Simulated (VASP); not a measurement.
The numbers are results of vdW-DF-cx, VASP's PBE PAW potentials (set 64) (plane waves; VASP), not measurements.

VASP input:

**KPOINTS**
```
k-points along high-symmetry lines
10
Line-mode
Reciprocal
  0.000000   0.000000   0.000000 ! GAMMA
  0.500000   0.000000   0.000000 ! M

  0.500000   0.000000   0.000000 ! M
  0.333333   0.333333   0.000000 ! K

  0.333333   0.333333   0.000000 ! K
  0.000000   0.000000   0.000000 ! GAMMA

  0.000000   0.000000   0.000000 ! GAMMA
  0.000000   0.000000   0.500000 ! A

  0.000000   0.000000   0.500000 ! A
  0.500000   0.000000   0.500000 ! L

  0.500000   0.000000   0.500000 ! L
  0.333333   0.333333   0.500000 ! H

  0.333333   0.333333   0.500000 ! H
  0.000000   0.000000   0.500000 ! A

  0.500000   0.000000   0.500000 ! L
  0.500000   0.000000   0.000000 ! M

  0.333333   0.333333   0.500000 ! H
  0.333333   0.333333   0.000000 ! K
```

INCAR:
```
SYSTEM = MgI2
PREC = Accurate
ENCUT = 520
EDIFF = 1E-7
NELM = 100
ALGO = Normal
LREAL = .FALSE.
LASPH = .TRUE.
ISMEAR = 0
SIGMA = 0.05
GGA = CX
LUSE_VDW = .TRUE.
AGGAC = 0.0
LMAXMIX = 4
LWAVE = .FALSE.
LCHARG = .FALSE.
LORBIT = 11
ICHARG = 11
```

File POSCAR:
```
MgI2
1
    2.0731365730    -3.5907774509    -0.0000000000
    2.0731365730     3.5907774509     0.0000000000
   -0.0000000000     0.0000000000     6.9202022166
Mg I
1 2
Direct
  0.0000000000   1.0000000000   0.0000000000
  0.3333330000   0.6666670000   0.2425061131
  0.6666670000   0.3333330000   0.7574938869
```

POTCAR, in this order: Mg I (PBE.64 set). Program: vasp_std. Read from the step before: CHGCAR.

The run wrote:

### OUTCAR
```
 ion  position               nearest neighbor table
   1  0.000  0.000  0.000-   2 2.92   3 2.92   3 2.92   2 2.92   3 2.92   2 2.92
   2  0.333  0.667  0.243-   1 2.92   1 2.92   1 2.92
   3  0.667  0.333  0.757-   1 2.92   1 2.92   1 2.92
  LATTYP: Found a hexagonal cell.
 ALAT       =     4.1462727783
 C/A-ratio  =     1.6690175940
 Subroutine PRICEL returns:
 Original cell was already a primitive cell.
 Subroutine GETGRP returns: Found 12 space group operations
The static configuration has the point symmetry D_3d.
The dynamic configuration has the point symmetry D_3d.
 Subroutine INISYM returns: Found 12 space group operations
   k-points           NKPTS =     90   k-points in BZ     NKDIM =     90   number of bands    NBANDS=     12
   number of dos      NEDOS =    301   number of ions     NIONS =      3
   total plane-waves  NPLWV =  55296
   dimension x,y,z NGX =    32 NGY =   32 NGZ =   54
   dimension x,y,z NGXF=    64 NGYF=   64 NGZF=  108
   ions per type =               1   2
   PREC   = accura    normal or accurate (medium, high low for compatibility)
   ISTART =      0    job   : 0-new  1-cont  2-samecut
   ICHARG =     11    charge: 1-file 2-atom 10-const
   ISPIN  =      1    spin polarized calculation?
   LNONCOLLINEAR =      F non collinear calculations
   LSORBIT =      F    spin-orbit coupling
   INIWAV =      1    electr: 0-lowe 1-rand  2-diag
   ENCUT  =  520.0 eV  38.22 Ry    6.18 a.u.   7.71  7.71 12.87*2*pi/ulx,y,z
   NELM   =    100;   NELMIN=  2; NELMDL= -5     # of ELM steps
   EDIFF  = 0.1E-06   stopping-criterion for ELM
   LREAL  =      F    real-space projection
   NLSPLINE    = F    spline interpolate recip. space projectors
   LMAXMIX     =    4 max onsite mixed and CHGCAR
   VOSKOWN=      0    Vosko Wilk Nusair interpolation
   EDIFFG = 0.1E-05   stopping-criterion for IOM
   NSW    =      0    number of steps for IOM
   NBLOCK =      1;   KBLOCK =      1    inner block; outer block
   IBRION =     -1    ionic relax: 0-MD 1-quasi-New 2-CG
   NFREE  =      0    steps in history (QN), initial steepest desc. (CG)
   ISIF   =      2    stress and relaxation
   ISYM   =      2    0-nonsym 1-usesym 2-fastsym
   TEIN   =    0.0    initial temperature
   TEBEG  =    0.0;   TEEND  =   0.0 temperature during run
   SMASS  =  -3.00    Nose mass-parameter (am)
   PSTRESS=    0.0 pullay stress
   NELECT =      16.0000    total number of electrons
   EFERMI =   0.00;   METHOD = LEGACY
   ISMEAR =     0;   SIGMA  =   0.05  broadening in eV -4-tet -1-fermi 0-gaus
   IALGO  =     38    algorithm
   LDIAG  =      T    sub-space diagonalisation (order eigenvalues)
   IMIX   =      4    mixing-type and parameters
     AMIX     =   0.40;   BMIX     =  1.00
     AMIX_MAG =   1.60;   BMIX_MAG =  1.00
     AMIN     =   0.10
   GGA     = CX    functional components
   VOSKOWN =     0    Vosko Wilk Nusair interpolation
   LHFCALC =     F    Hartree Fock is set to
   LHFONE  =     F    Hartree Fock one center treatment
   AEXX    =    0.0000 exact exchange contribution
   LUSE_VDW   =     T    switch on vdW DFT
   IVDW    =     0    specifies the selected vdW correction
   LEPSILON=     F    determine dielectric tensor
   LRPA    =     F    only Hartree local field effects (RPA)
  energy-cutoff  :      520.00
  volume of cell :      103.03
      direct lattice vectors                 reciprocal lattice vectors
     2.073136573 -3.590777451  0.000000000     0.241180444 -0.139245611  0.000000000
     2.073136573  3.590777451  0.000000000     0.241180444  0.139245611  0.000000000
     0.000000000  0.000000000  6.920202217     0.000000000  0.000000000  0.144504448
 k-point     1 :   0.0000 0.0000 0.0000  plane waves:    2779
 k-point     2 :   0.0556 0.0000 0.0000  plane waves:    2767
 k-point     3 :   0.1111 0.0000 0.0000  plane waves:    2761
 k-point     4 :   0.1667 0.0000 0.0000  plane waves:    2757
 k-point     5 :   0.2222 0.0000 0.0000  plane waves:    2781
 k-point     6 :   0.2778 0.0000 0.0000  plane waves:    2777
 k-point     7 :   0.3333 0.0000 0.0000  plane waves:    2766
...
```

**OSZICAR**
```
       N       E                     dE             d eps       ncg     rms          rms(c)
DAV:   1     0.852975909330E+02    0.85298E+02   -0.59694E+03  2160   0.105E+03
DAV:   2     0.428282948783E+01   -0.81015E+02   -0.74717E+02  3024   0.152E+02
DAV:   3    -0.194930474658E+01   -0.62321E+01   -0.62002E+01  2720   0.490E+01
DAV:   4    -0.207394196374E+01   -0.12464E+00   -0.12461E+00  2872   0.853E+00
DAV:   5    -0.207619473999E+01   -0.22528E-02   -0.22527E-02  2736   0.112E+00
DAV:   6    -0.207628879294E+01   -0.94053E-04   -0.94053E-04  3080   0.190E-01
DAV:   7    -0.207629163003E+01   -0.28371E-05   -0.28371E-05  2760   0.247E-02
DAV:   8    -0.207629179564E+01   -0.16560E-06   -0.16559E-06  2204   0.477E-03
DAV:   9    -0.207629180419E+01   -0.85546E-08   -0.85525E-08  2020   0.115E-03
   1 F= -.20762918E+01 E0= -.20762918E+01  d E =-.617888E-16
```

OUTCAR:
```
 val. band max:        2.1828917446   @ k =   0.0000   0.0000   0.0000

 cond. band min:       5.7912263625   @ k =   0.5000   0.0000   0.3333



 k-point     1 :       0.0000    0.0000    0.0000
  band No.  band energies     occupation
      1      -9.8617      2.00000
      2      -9.1743      2.00000
      3      -1.3086      2.00000
      4       1.7904      2.00000
      5       1.7904      2.00000
      6       2.1633      2.00000
      7       2.1633      2.00000
      8       2.1829      2.00000
      9       5.9527      0.00000
     10       7.0125      0.00000
     11       8.9655      0.00000
     12       8.9655      0.00000

 k-point     2 :       0.0556    0.0000    0.0000
  band No.  band energies     occupation
      1      -9.8453      2.00000
      2      -9.1653      2.00000
      3      -1.2856      2.00000
      4       1.6502      2.00000
      5       1.7458      2.00000
      6       2.0329      2.00000
      7       2.1614      2.00000
      8       2.1747      2.00000
      9       6.1052      0.00000
     10       7.1538      0.00000
     11       8.7539      0.00000
     12       9.0196      0.00000

 k-point     3 :       0.1111    0.0000    0.0000
  band No.  band energies     occupation
      1      -9.7972      2.00000
      2      -9.1395      2.00000
      3      -1.2182      2.00000
      4       1.2819      2.00000
      5       1.6319      2.00000
      6       1.7084      2.00000
      7       2.1443      2.00000
      8       2.1460      2.00000
      9       6.4705      0.00000
     10       7.4874      0.00000
     11       8.4269      0.00000
     12       9.1631      0.00000

 k-point     4 :       0.1667    0.0000    0.0000
  band No.  band energies     occupation
      1      -9.7206      2.00000
      2      -9.1005      2.00000
      3      -1.1128      2.00000
      4       0.7958      2.00000
      5       1.2979      2.00000
      6       1.4819      2.00000
      7       2.0914      2.00000
...
```

The density is held fixed in this step, so its total energy and stress have no physical meaning. Unless said otherwise, spin-orbit coupling is left out, though it shifts the bands of the heavy elements here.

The compound is MgI2 in the 1T layered structure. It was relaxed first.
